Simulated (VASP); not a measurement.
```yaml
crystal:
  lattice:
    - [0.00000, 3.11409, 3.11409]
    - [3.11409, 0.00000, 3.11409]
    - [3.11409, 3.11409, 0.00000]
  atoms:
    - { symbol: Ba, position: [0.00000, 0.00000, 0.00000] }
    - { symbol: F, position: [0.25000, 0.25000, 0.25000] }
    - { symbol: F, position: [0.75000, 0.75000, 0.75000] }
```

Method: rev-vdW-DF2, VASP's PBE PAW potentials (set 64) (plane waves; VASP 6.6.1). Numerical set-up: 520 eV cut-off, 7×7×7 Γ-centred mesh, tetrahedra with Blöchl corrections, potentials Ba_sv F.

Task: Predict the energy per atom (σ→0).

Result: 
The energy per atom (σ→0) comes out as -4.044 eV/atom.

The absolute energy has meaning only against runs of the same code, potentials and settings.

The compound is BaF2 in the fluorite structure. It was relaxed first.
